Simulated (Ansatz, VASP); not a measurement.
# Ti (Titanium) in two plane-wave programs, part 2 of 2

Aim: how closely do two programs agree when they are given the same cell, functional and k mesh? The cell is taken from a series of runs on this material, whose earlier steps may have relaxed, scaled, displaced or heated it; both programs get it as it stands.

VASP 6.6.1 and Ansatz 0.2.0.

So far: The starting structure; VASP: relaxation of cell and atoms, LDA; Ansatz: relaxation of cell and atoms, LDA; Side by side.

### 5. VASP: zone-centre phonons, LDA

Level of this step: LDA; plane waves and PAW (Ti_sv) (VASP).

Second derivatives magnify differences that forces hide, and they need a tight electronic threshold.

The input, INCAR:

```
SYSTEM = Ti
PREC = Accurate
ENCUT = 500
EDIFF = 1E-08
NELM = 120
ISMEAR = 0
SIGMA = 0.1
LREAL = .FALSE.
ALGO = Normal
GGA = CA
NBANDS = 18
LASPH = .TRUE.
LORBIT = 11
LWAVE = .FALSE.
LCHARG = .FALSE.
ISIF = 2
IBRION = 8
GGA_COMPAT = .FALSE.
KPAR = 2
```

The input, POSCAR:

```
Ti
1.0
    2.8532991695      0.0000000000      0.0000000000
   -1.4266495848      2.4710295654      0.0000000000
    0.0000000000      0.0000000000      4.5085698240
Ti
2
Direct
    0.3333333333      0.6666666667      0.2500000000
    0.6666666667      0.3333333333      0.7500000000
```

The input, KPOINTS:

```
Automatic mesh
0
Gamma
10 10 6
0 0 0
```

Potentials, in the order of the species: Ti_sv (LDA family, release 64).

Launch:

```console
mpirun -np 2 vasp_std
```

Numbers of over 12 decimals in the logs are rounded to 6 here.

The program printed:

```text
[... set-up lines as in an earlier step ...]
 entering main loop
       N       E                     dE             d eps       ncg     rms          rms(c)
DAV:   1     0.253684930297E+03    0.25368E+03   -0.12838E+04  2016   0.164E+03
DAV:   2     0.101205349240E+02   -0.24356E+03   -0.24024E+03  2084   0.453E+02
DAV:   3    -0.178516264903E+02   -0.27972E+02   -0.27557E+02  3766   0.125E+02
DAV:   4    -0.189229711997E+02   -0.10713E+01   -0.10698E+01  2272   0.258E+01
[...]
DAV:  14    -0.171019452951E+02   -0.32157E-06   -0.77306E-07  2162   0.839E-03    0.156E-03
DAV:  15    -0.171019452623E+02    0.32831E-07   -0.71878E-08  2162   0.206E-03    0.168E-04
DAV:  16    -0.171019452624E+02   -0.14597E-09   -0.33245E-09  1168   0.510E-04
   1 F= -.17101945E+02 E0= -.17096483E+02  d E =-.109239E-01
 Linear response reoptimize wavefunctions to high precision
DAV:   1    -0.171019452648E+02   -0.23329E-08   -0.11474E-09  1530   0.211E-04
DAV:   2    -0.171019452648E+02    0.31832E-11   -0.25359E-10  1118   0.113E-04
 Linear response DOF=           2
 Linear response progress:
[...]
RMM:  24    -0.520294080781E+00   -0.35925E-07   -0.16312E-07 18743   0.929E-05    0.291E-05
RMM:  25    -0.520294068803E+00    0.11979E-07   -0.13224E-07 18789   0.812E-05    0.279E-05
RMM:  26    -0.520294060958E+00    0.78442E-08   -0.82563E-08 18021   0.729E-05    0.269E-05
 first order change of Fermi-energy   0.99431E-04
 force on displaced ion       1 direction 1 :  -1.165  -0.001   0.000
 Linear response progress:
  Degree of freedom:   2/  2
       N       E                     dE             d eps       ncg     rms          rms(c)
RMM:   1    -0.650543162818E+00   -0.65054E+00    0.32783E+01  2625   0.137E+02
RMM:   2    -0.617692343580E+00    0.32851E-01   -0.33586E-01  4681   0.461E+00    0.301E-01
RMM:   3    -0.615072110237E+00    0.26202E-02   -0.27126E-02  5182   0.132E+00    0.132E-01
RMM:   4    -0.616656609777E+00   -0.15845E-02   -0.10873E-02  5913   0.568E-01    0.326E-02
[...]
RMM:  24    -0.618597154542E+00   -0.80617E-07    0.24657E-06  5464   0.197E-04    0.183E-05
RMM:  25    -0.618597209873E+00   -0.55332E-07    0.21071E-06  5543   0.184E-04    0.195E-05
RMM:  26    -0.618597265706E+00   -0.55832E-07    0.19369E-06  5292   0.174E-04    0.203E-05
 first order change of Fermi-energy  -0.13764E-03
 force on displaced ion       1 direction 3 :  -0.000  -0.000  -5.253
 Linear response finished
```

Parts of OUTCAR (step 5):

```text
  Total        0.2785139      0.2785139      0.2339249     -0.0000000      0.0000000     -0.0000000
  in kB       14.0376175     14.0376175     11.7902499     -0.0000000      0.0000000     -0.0000000
  external PRESSURE =      13.2884950 kB  Pullay stress =       0.0000000 kB

 POSITION                                       TOTAL-FORCE (eV/Angst)
 -----------------------------------------------------------------------------------
     -0.00000      1.64735      1.12714         0.000000     -0.000000      0.000000
      1.42665      0.82368      3.38143        -0.000000      0.000000      0.000000
 -----------------------------------------------------------------------------------
    total drift:                               -0.000000      0.000000     -0.000000

[... 2 further parts left out ...]
```

### 6. Ansatz: zone-centre phonons, LDA

The same cell, functional (in two slightly different forms), mesh and smearing now go to Ansatz.

The cell is taken from a series of runs on this material, whose earlier steps may have relaxed, scaled, displaced or heated it; both programs get it as it stands.

The input, input.yaml:

```yaml
crystal:
  lattice:
    - [2.8532991695, 0.0, 0.0]
    - [-1.4266495848, 2.4710295654, 0.0]
    - [0.0, 0.0, 4.508569824]
  atoms:
    - { symbol: Ti, position: [0.3333333333, 0.6666666667, 0.25] }
    - { symbol: Ti, position: [0.6666666667, 0.3333333333, 0.75] }
kpoints:
  mp_grid: { grid: [10, 10, 6] }
hamiltonian:
  xc: lda
  pseudopotentials: { kind: paw, azcp: { folder: soft_1 }, xc_functional: pbe }
scf:
  occupations: { method: gaussian, width: 0.1 }
output:
  eigenvalues: true
basis:
  ecutwfc: 260.0
phonons:
  method: dfpt
```

Launch:

```console
ansatz run input.yaml --threads 8 --pin off --max-ram 15360MiB --backend cpu --events-out ev --progress --plain --runs-dir out
```

The program printed:

```text
[...]
zone centre: on kpoints.mp_grid the ground state, and the responses unless they are solved on pairs of k-points, stand on 124 of the mesh's 600 k-points, reduced under 4 symmetry operations, with k and −k counted as one. Each operation leaves every solved displacement unchanged or reverses it
[...]
Crystal: 2 atoms, lattice volume = 31.788 Å³
[...]
k mesh reduced under 4 symmetry operations, with k and −k counted as one. Each operation leaves every solved displacement unchanged or reverses it
  ASR residual: 6.100e-5 → 0.000e0 eV/Å²; symmetrization residual: 4.312e-10 eV/Å²
  ASR residual per site (eV/Å²): 6.10e-5 6.10e-5
  Γ frequencies (cm⁻¹): 0.00 0.00 0.00 106.62 106.62 250.58
  non-analytic LO–TO correction: not included (Born effective charges unavailable; polar crystals: no LO–TO splitting at Γ)
[key lines of the parts left out:]
SCF converged after 8 iterations
Free energy (F): -4899.902937 eV
Fermi energy:    14.392497 eV
```

### 7. Side by side

Compared:

```
                  quantity  Ansatz   VASP  difference
optical mode 1 to 2 (cm⁻¹)   106.6  115.0     -7.32 %
     optical mode 3 (cm⁻¹)   250.6  244.3     +2.58 %
```

Modes are paired by rising frequency, not by their patterns, so a pair may set unlike modes beside each other; they are those without the splitting of longitudinal modes.

### 8. Results

| Property | Result |
| --- | --- |
| difference in volume (relaxation of cell and atoms, LDA) | -1.0 % |
| r.m.s. difference of the optical zone-centre modes, each program's sorted by frequency (zone-centre phonons, LDA) | 7.8 cm⁻¹ |
| difference in optical mode 1 to 2 (zone-centre phonons, LDA) | -7.3 % |

The difference in volume is -1.0 % (relaxation of cell and atoms, LDA), within the 1.2 % picked in this series as the mark of a large difference, as far as the stopping tolerances let one tell. Among the rows given in per cent, the largest difference of the zone-centre phonons, LDA pair is in optical mode 1 to 2, -7.3 %. How closely two codes agree says nothing of how well the functional describes the real material.

[Lines on the potential files, build, host, timing and source positions are cut from VASP's logs without a mark.]

[Logs are printed without paths, hosts, clocks, repeated set-up lines and the standing remarks that a program may print on its own settings, such as how far it seeks lower states.]

[Hosts, paths, dates, database ids (printed as entryN), source tags and the programs' standing remarks are cut or masked in the printed files.]
